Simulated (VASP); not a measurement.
## Driving VASP from ASE on In2Ag

Do ASE scripts that read In2Ag from different structure formats give one answer, and do several routes find one equilibrium volume? All runs use PBEsol. Left out of this account: 1 further run (fields: a reference on another mesh). The start is a cell from a database of measured crystal structures.

Calculated with VASP 6.6.1; PBEsol; plane waves and PAW (In_d, Ag).

Most raw output is cut from this account.

## (1) Starting point

It takes space group I4/mcm (No. 140, tetragonal). The conventional cell has a = 6.881 Å, b = 6.881 Å, c = 5.620 Å, α = 90.00°, β = 90.00°, γ = 90.00°. In has 4 Ag at 2.95 Å and 1 In at 3.04 Å nearest. Nearest to Ag lie 2 Ag at 2.81 Å and 8 In at 2.95 Å. Farther neighbours are not listed.

## (2) A single point (PBEsol, through ASE)

A single point through ASE, with the structure read from an extended xyz file.

run.py

```python
import numpy as np
from ase.calculators.vasp import Vasp
from ase.io import read
from ase.dft.bandgap import bandgap

atoms = read('In2Ag.xyz')

calc = Vasp(
    xc='pbesol',
    pp='PBE',
    prec='Accurate',
    encut=400,
    ediff=1e-06,
    nelm=100,
    ismear=-1,
    sigma=0.05,
    lreal=False,
    algo='Normal',
    nbands=45,
    lasph=True,
    lorbit=11,
    lwave=False,
    lcharg=False,
    kpar=4,
    isif=2,
    pp_version='64',
    setups={'In': '_d', 'Ag': ''},
    kpts=(7, 7, 7),
    gamma=True,
    txt='vasp.out',
)
atoms.calc = calc

print("energy (eV):", round(atoms.get_potential_energy(), 6))
print("Fermi level (eV):", round(calc.get_fermi_level(), 4))
print("forces (eV/A):")
print(np.round(atoms.get_forces(), 4))
print("stress (GPa, Voigt, tension positive):", np.round(atoms.get_stress() * 160.21766, 3))
gap, p1, p2 = bandgap(calc, direct=False)
print("gap on the mesh (eV):", round(gap, 4))
```

In2Ag.xyz

```xyz
6
Lattice="-3.4405000000 3.4405000000 2.8100000000 3.4405000000 -3.4405000000 2.8100000000 3.4405000000 3.4405000000 -2.8100000000" Properties=species:S:1:pos:R:3 pbc="T T T"
In     1.0755003000      4.5160003000      0.0000000000
In     2.3649997000      1.0755003000      0.0000000000
In     2.3649997000     -1.0755003000      2.8100000000
In     1.0755003000      2.3649997000      2.8100000000
Ag     0.0000000000      0.0000000000      1.4050000000
Ag     0.0000000000      0.0000000000      4.2150000000
```

Potentials, in the order of the species: In_d and Ag (PBE family, release 64).

Launch:

```
export ASE_VASP_COMMAND="mpirun -np 4 vasp_std"
python run.py
```

Elapsed: 71 s, on 4 MPI ranks of Intel Xeon Platinum 8488C (Sapphire Rapids), shared host; peak memory 1.2 GiB; 4.5 min of CPU time.

The PAW data sets were made with PBE, which is usual practice but a small mismatch for other functionals.

This step gave:

```
SCF cycles              : 13
electrons               : 74
bands                   : 45
irreducible k-points    : 40
symmetry operations     : 16
free energy (TOTEN)     : -18.86 eV
energy at zero smearing : -18.84 eV
Fermi energy            : 8.209 eV
pressure                : -1.411 GPa
metallic                : yes
```

The pressure is -1.41 GPa and the largest force 0.028 eV/Å, so the cell is not at a minimum at these settings.

## (3) Total energy, forces and stress (PBEsol, through ASE)

System of this step: In2Ag. The structure is tetragonal, space group I4/mcm (No. 140). Conventional cell: a = 6.881 Å, b = 6.881 Å, c = 5.620 Å, α = 90.00°, β = 90.00°, γ = 90.00°. Nearest to In lie 4 Ag at 2.95 Å and 1 In at 3.04 Å. Nearest to Ag lie 2 Ag at 2.81 Å and 8 In at 2.95 Å. Farther neighbours are not listed.

The single point through ASE, with the structure read from a CIF with its space group. The file expands to the conventional cell of 12 atoms, on a 3×3×4 mesh.

Edit run.py of step 2 so:

```diff
@@ -5,3 +5,3 @@
 
-atoms = read('In2Ag.xyz')
+atoms = read('In2Ag.cif')
 
@@ -18,3 +18,3 @@
     algo='Normal',
-    nbands=45,
+    nbands=91,
     lasph=True,
@@ -27,3 +27,3 @@
     setups={'In': '_d', 'Ag': ''},
-    kpts=(7, 7, 7),
+    kpts=(3, 3, 4),
     gamma=True,
```

In2Ag.cif

```cif
data_In2Ag
_cell_length_a 6.88100000
_cell_length_b 6.88100000
_cell_length_c 5.62000000
_cell_angle_alpha 90.00000000
_cell_angle_beta 90.00000000
_cell_angle_gamma 90.00000000
_space_group_name_H-M_alt 'I4/mcm'
_space_group_name_Hall '-I 4 2c'
_space_group_IT_number 140
loop_
_space_group_symop_operation_xyz
'x,y,z'
'-x,-y,-z'
'-y,x,z'
'y,-x,-z'
'-x,-y,z'
'x,y,-z'
'y,-x,z'
'-y,x,-z'
'x,-y,-z+1/2'
'-x,y,z+1/2'
'-y,-x,-z+1/2'
'y,x,z+1/2'
'-x,y,-z+1/2'
'x,-y,z+1/2'
'y,x,-z+1/2'
'-y,-x,z+1/2'
'x+1/2,y+1/2,z+1/2'
'-x+1/2,-y+1/2,-z+1/2'
'-y+1/2,x+1/2,z+1/2'
'y+1/2,-x+1/2,-z+1/2'
'-x+1/2,-y+1/2,z+1/2'
'x+1/2,y+1/2,-z+1/2'
'y+1/2,-x+1/2,z+1/2'
'-y+1/2,x+1/2,-z+1/2'
'x+1/2,-y+1/2,-z'
'-x+1/2,y+1/2,z'
'-y+1/2,-x+1/2,-z'
'y+1/2,x+1/2,z'
'-x+1/2,y+1/2,-z'
'x+1/2,-y+1/2,z'
'y+1/2,x+1/2,-z'
'-y+1/2,-x+1/2,z'
loop_
_atom_site_label
_atom_site_type_symbol
_atom_site_symmetry_multiplicity
_atom_site_Wyckoff_symbol
_atom_site_fract_x
_atom_site_fract_y
_atom_site_fract_z
_atom_site_occupancy
In1 In 8 h 0.1563000000 0.6563000000 0.0000000000 1
Ag1 Ag 4 a 0.0000000000 0.0000000000 0.2500000000 1
```

It took 72 s on 4 MPI ranks; peak memory 1.4 GiB.

The k-mesh is coarse for a metal.

This step gave:

| Item | Value |
| --- | --- |
| electrons | 148 |
| bands | 91 |
| irreducible k-points | 9 |
| free energy (TOTEN) | -37.80 eV |
| energy at zero smearing | -37.77 eV |
| Fermi energy | 8.139 eV |
| pressure | -0.9845 GPa |

The energy lies -6.71 meV an atom from the first script, since this cell and mesh sample the zone at other points.

## (4) Full relaxation (PBEsol, through ASE)

System of this step: In2Ag. The structure is tetragonal, space group I4/mcm (No. 140). Conventional cell: a = 6.881 Å, b = 6.881 Å, c = 5.620 Å, α = 90.00°, β = 90.00°, γ = 90.00°. In has 4 Ag at 2.95 Å and 1 In at 3.04 Å nearest. Nearest to Ag lie 2 Ag at 2.81 Å and 8 In at 2.95 Å. Farther neighbours are not listed.

Properties are meant for the cell that this level of theory prefers, so cell and atoms are relaxed first (ISIF = 3) until forces and stress are small; EDIFFG sets the threshold.

Edit run.py of step 3 so:

```diff
@@ -3,3 +3,2 @@
 from ase.io import read
-from ase.dft.bandgap import bandgap
 
@@ -18,3 +17,3 @@
     algo='Normal',
-    nbands=91,
+    nbands=45,
     lasph=True,
@@ -24,6 +23,9 @@
     kpar=4,
-    isif=2,
+    ibrion=2,
+    nsw=60,
+    isif=3,
+    ediffg=-0.01,
     pp_version='64',
     setups={'In': '_d', 'Ag': ''},
-    kpts=(3, 3, 4),
+    kpts=(7, 7, 7),
     gamma=True,
@@ -38,3 +40,5 @@
 print("stress (GPa, Voigt, tension positive):", np.round(atoms.get_stress() * 160.21766, 3))
-gap, p1, p2 = bandgap(calc, direct=False)
-print("gap on the mesh (eV):", round(gap, 4))
+print("cell (A, degrees):", np.round(atoms.cell.cellpar(), 4))
+print("volume (A^3):", round(atoms.get_volume(), 4))
+print("positions:")
+print(np.round(atoms.get_scaled_positions(), 5))
```

In2Ag.cif

```cif
data_In2Ag
_cell_length_a 5.61873478
_cell_length_b 5.61873478
_cell_length_c 5.61873478
_cell_angle_alpha 104.48417551
_cell_angle_beta 104.48417551
_cell_angle_gamma 119.98510170
_space_group_name_H-M_alt 'P1'
_space_group_name_Hall 'P 1'
_space_group_IT_number 1
loop_
_space_group_symop_operation_xyz
'x,y,z'
loop_
_atom_site_label
_atom_site_type_symbol
_atom_site_symmetry_multiplicity
_atom_site_Wyckoff_symbol
_atom_site_fract_x
_atom_site_fract_y
_atom_site_fract_z
_atom_site_occupancy
In1 In 1 a 0.6563000000 0.1563000000 0.8126000000 1
In2 In 1 a 0.1563000000 0.3437000000 0.5000000000 1
In3 In 1 a 0.3437000000 0.8437000000 0.1874000000 1
In4 In 1 a 0.8437000000 0.6563000000 0.5000000000 1
Ag1 Ag 1 a 0.2500000000 0.2500000000 0.0000000000 1
Ag2 Ag 1 a 0.7500000000 0.7500000000 0.0000000000 1
```

Elapsed: 4.8 min, on 4 MPI ranks; peak memory 1.3 GiB.

The run keeps the 16 symmetry operations of its start, so it cannot find a distortion of lower symmetry.

The steps of the relaxation:

```tsv
step	energy less that of the first step (eV)	largest force (eV/Å)	pressure (GPa)	volume (Å³)
1	0.0000	0.0276	-1.41	133.05
2	-0.0116	0.0425	0.48	129.32
3	-0.0128	0.0393	0.03	130.19
4	-0.0128	0.0389	-0.03	130.25
5	-0.0131	0.0309	-0.02	130.23
6	-0.0137	0.0073	-0.06	130.20
7	-0.0137	0.0044	-0.04	130.18
```

```tsv
conventional cell, symmetrised	before	after	change
a (Å)	6.881	6.842	-0.6 %
b (Å)	6.881	6.842	-0.6 %
c (Å)	5.620	5.562	-1.0 %
volume (Å³/atom)	22.17	21.70	-2.2 %
```

The atoms that moved most (Å, as changes of fractional coordinates times the final cell):

```tsv
atom	dx	dy	dz	length
In1	0.000	0.000	-0.011	0.011
In3	0.000	0.000	0.011	0.011
In2	-0.009	0.005	0.000	0.011
In4	0.009	-0.005	0.000	0.011
```

Final coordinates:

```xyz
6
Lattice="5.5802 -0.0113 0.0000 -2.7987 4.8277 0.0000 -1.3908 -2.4082 4.8379" Properties=species:S:1:pos:R:3 pbc="T T T"
In    2.0947   -1.2098    3.9207
In   -0.7943    0.4587    2.4190
In   -0.7039    3.6179    0.9172
In    2.1851    1.9494    2.4190
Ag    0.6954    1.2041    0.0000
Ag    2.0862    3.6123    0.0000
```

This step gave:

| Quantity | Value |
| --- | --- |
| electrons | 74 |
| bands | 45 |
| irreducible k-points | 40 |
| free energy (TOTEN) | -18.87 eV |
| energy at zero smearing | -18.86 eV |
| Fermi energy | 8.498 eV |
| pressure | -0.04299 GPa |
| SCF cycles over all ionic steps | 52 |

It ends with a largest force of 0.004 eV/Å and a pressure of -0.04 GPa.

## (5) Equation of state by an ASE loop (PBEsol)

An ASE loop scales the volume and fits the energies, which gives the bulk modulus from energies alone.

run.py

```python
import numpy as np
from ase.calculators.vasp import Vasp
from ase.io import read
from ase.eos import EquationOfState
from ase.units import GPa

atoms = read('structure.vasp')

calc = Vasp(
    xc='pbesol',
    pp='PBE',
    prec='Accurate',
    encut=400,
    ediff=1e-06,
    nelm=100,
    ismear=-1,
    sigma=0.05,
    lreal=False,
    algo='Normal',
    nbands=45,
    lasph=True,
    lorbit=11,
    lwave=False,
    lcharg=False,
    kpar=4,
    isif=2,
    pp_version='64',
    setups={'In': '_d', 'Ag': ''},
    kpts=(7, 7, 7),
    gamma=True,
    txt='vasp.out',
)
atoms.calc = calc

cell, volumes, energies = atoms.get_cell(), [], []
for x in [0.94, 0.96, 0.98, 1.0, 1.02, 1.04, 1.06]:
    atoms.set_cell(cell * x ** (1 / 3), scale_atoms=True)
    volumes.append(atoms.get_volume())
    energies.append(atoms.get_potential_energy())
    print(f"{x:.2f}  V = {volumes[-1]:.4f} A^3  E = {energies[-1]:.6f} eV")
v0, e0, b0 = EquationOfState(volumes, energies, eos="birchmurnaghan").fit()
print(f"V0 = {v0:.4f} A^3  E0 = {e0:.6f} eV  B0 = {b0 / GPa:.2f} GPa")
```

structure.vasp

```
In2Ag
1.0
   -3.4405000000      3.4405000000      2.8100000000
    3.4405000000     -3.4405000000      2.8100000000
    3.4405000000      3.4405000000     -2.8100000000
In Ag
4 2
Direct
    0.6563000000      0.1563000000      0.8126000000
    0.1563000000      0.3437000000      0.5000000000
    0.3437000000      0.8437000000      0.1874000000
    0.8437000000      0.6563000000      0.5000000000
    0.2500000000      0.2500000000      0.0000000000
    0.7500000000      0.7500000000      0.0000000000
```

Wall time 7 min (4 MPI ranks); peak memory 1.3 GiB.

Numbers from this step:

| Quantity | Value |
| --- | --- |
| bulk modulus | 65.87 GPa |
| equilibrium volume of the fit | 21.74 Å³/atom |

The fitted volume lies +0.20 % from the relaxed one.

## (6) BFGS in ASE (PBEsol)

Here ASE drives the relaxation and calls VASP for forces and stress at each step.

run.py

```python
import numpy as np
from ase.calculators.vasp import Vasp
from ase import Atoms
from ase.optimize import BFGS
from ase.filters import FrechetCellFilter

atoms = Atoms(['In', 'In', 'In', 'In', 'Ag', 'Ag'],
              cell=[[-3.4405, 3.4405, 2.81], [3.4405, -3.4405, 2.81], [3.4405, 3.4405, -2.81]],
              scaled_positions=[[0.6563, 0.1563, 0.8126], [0.1563, 0.3437, 0.5], [0.3437, 0.8437, 0.1874], [0.8437, 0.6563, 0.5], [0.25, 0.25, 0.0], [0.75, 0.75, 0.0]],
              pbc=True)

calc = Vasp(
    xc='pbesol',
    pp='PBE',
    prec='Accurate',
    encut=400,
    ediff=1e-06,
    nelm=100,
    ismear=-1,
    sigma=0.05,
    lreal=False,
    algo='Normal',
    nbands=45,
    lasph=True,
    lorbit=11,
    lwave=False,
    lcharg=False,
    kpar=4,
    isif=2,
    pp_version='64',
    setups={'In': '_d', 'Ag': ''},
    kpts=(7, 7, 7),
    gamma=True,
    txt='vasp.out',
)
atoms.calc = calc

BFGS(FrechetCellFilter(atoms)).run(fmax=0.02, steps=30)
print("cell (A, degrees):", np.round(atoms.cell.cellpar(), 4))
print("volume (A^3):", round(atoms.get_volume(), 4))
print("energy (eV):", round(atoms.get_potential_energy(), 6))
print("Fermi level (eV):", round(calc.get_fermi_level(), 4))
print("forces (eV/A):")
print(np.round(atoms.get_forces(), 4))
print("stress (GPa, Voigt, tension positive):", np.round(atoms.get_stress() * 160.21766, 3))
```

The job ended after 3.1 min (4 MPI ranks; peak memory 1.1 GiB; 12 min of CPU time).

This step gave:

| Item | Value |
| --- | --- |
| optimizer steps | 2 |
| volume after bfgs | 21.66 Å³/atom |

## (7) The runs together

| run | atoms | mesh | energy (eV/atom) | pressure (GPa) |
| --- | --- | --- | --- | --- |
| ASE, structure read from an extended xyz file | 6 | 7×7×7 | -3.14050 | -1.411 |
| ASE, structure read from a CIF with its space group | 12 | 3×3×4 | -3.14721 | -0.985 |

## (8) Self-consistent run (PBEsol, through ASE), changed input

This run is made with a changed input; what comes of it follows.

Edit run.py of step 6 so:

```diff
@@ -3,4 +3,3 @@
 from ase import Atoms
-from ase.optimize import BFGS
-from ase.filters import FrechetCellFilter
+from ase.dft.bandgap import bandgap
 
@@ -15,5 +14,5 @@
     prec='Accurate',
-    encut=400,
+    encut=45,
     ediff=1e-06,
-    nelm=100,
+    nelm=71,
     ismear=-1,
@@ -37,5 +36,2 @@
 
-BFGS(FrechetCellFilter(atoms)).run(fmax=0.02, steps=30)
-print("cell (A, degrees):", np.round(atoms.cell.cellpar(), 4))
-print("volume (A^3):", round(atoms.get_volume(), 4))
 print("energy (eV):", round(atoms.get_potential_energy(), 6))
@@ -45 +41,3 @@
 print("stress (GPa, Voigt, tension positive):", np.round(atoms.get_stress() * 160.21766, 3))
+gap, p1, p2 = bandgap(calc, direct=False)
+print("gap on the mesh (eV):", round(gap, 4))
```

It took 11 s on 4 MPI ranks; peak memory 0.42 GiB; 32 s of CPU time.

Convergence was reached, but on settings outside the sound range, so the numbers are no properties of the crystal.

Against the sound run on this cell (a single point (PBEsol, through ASE)) the energy at zero smearing moves by +332316.0 meV an atom and the pressure by -792.88 GPa.

The fault in the input: cutoff typed in rydberg (ENCUT = 45). ENCUT is in eV: 1 Ry is 13.6 eV.

## (9) Results

| Property | Result |
| --- | --- |
| energy, ASE, structure read from an extended xyz file | -3.14050 eV/atom |
| energy, ASE, structure read from a CIF with its space group | -3.14721 eV/atom |
| volume from VASP's own relaxation | 21.70 Å³/atom |
| volume from the fit of the ASE volume loop | 21.74 Å³/atom |
| volume from BFGS in ASE | 21.66 Å³/atom |

In words: With the structure read from a CIF with its space group, ASE's run differs from the first script by -6.7 meV an atom, on the larger cell and its own mesh. The routes to the equilibrium volume agree within 0.37 %. VASP's relaxation keeps the plane waves of its start, while ASE starts VASP afresh at each cell, and a loop at fixed shape can't relax anything but the volume.

[Lines on the potential files, build, host, timing and source positions are cut from VASP's logs without a mark.]

[Logs are printed without paths, hosts, clocks, repeated set-up lines and the standing remarks that a program may print on its own settings, such as how far it seeks lower states.]

[Hosts, paths, dates, database ids (printed as entryN), source tags and the programs' standing remarks are cut or masked in the printed files.]

[A measured line is paired with the nearest computed mode of its activity, which favours agreement.]
